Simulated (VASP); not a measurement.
OSZICAR of a VASP run on TiAl (L1_0):

### OSZICAR
```
       N       E                     dE             d eps       ncg     rms          rms(c)
DAV:   1     0.889741359250E+02    0.88974E+02   -0.74441E+03  4752   0.137E+03
DAV:   2    -0.793769903229E+01   -0.96912E+02   -0.94271E+02  4806   0.330E+02
DAV:   3    -0.136458719329E+02   -0.57082E+01   -0.54850E+01  7631   0.782E+01
DAV:   4    -0.138433153654E+02   -0.19744E+00   -0.19356E+00  6005   0.124E+01
DAV:   5    -0.138518305329E+02   -0.85152E-02   -0.84598E-02  7030   0.235E+00    0.958E+00
DAV:   6    -0.124685453151E+02    0.13833E+01   -0.12659E+01  5927   0.382E+01    0.337E+00
DAV:   7    -0.123110809890E+02    0.15746E+00   -0.12432E+00  5552   0.120E+01    0.188E+00
DAV:   8    -0.123003167276E+02    0.10764E-01   -0.15408E-01  5305   0.432E+00    0.489E-01
DAV:   9    -0.122981445920E+02    0.21721E-02   -0.22402E-02  5528   0.197E+00    0.236E-01
DAV:  10    -0.122984568167E+02   -0.31222E-03   -0.14656E-03  5980   0.443E-01    0.489E-02
DAV:  11    -0.122984594514E+02   -0.26347E-05   -0.27908E-04  5869   0.180E-01    0.404E-02
DAV:  12    -0.122984682602E+02   -0.88088E-05   -0.23571E-05  5551   0.559E-02    0.108E-02
DAV:  13    -0.122984685902E+02   -0.33004E-06   -0.12338E-06  6561   0.123E-02    0.595E-03
DAV:  14    -0.122984684291E+02    0.16116E-06   -0.37433E-07  4969   0.841E-03    0.105E-03
DAV:  15    -0.122984685363E+02   -0.10721E-06   -0.27750E-08  2738   0.174E-03    0.451E-04
DAV:  16    -0.122984686081E+02   -0.71766E-07   -0.96330E-09  2679   0.109E-03
   1 F= -.12298469E+02 E0= -.12298469E+02  d E =0.000000E+00
```

Task: Which electronic solver shows in the log?

Result: It is blocked Davidson (ALGO = Normal, or the opening steps of other solvers). The INCAR had ALGO = Normal.

Task: Can the final energy be trusted as converged?

Result: The run converged. It stopped with EDIFF = 1E-7, NELM = 100 (PW91 GGA, plane waves, VASP's PBE PAW potentials (set 64)).

The compound is TiAl in the L1_0 structure. It was relaxed first. The electron count is odd and the run is not spin-polarised, which forces a metal.
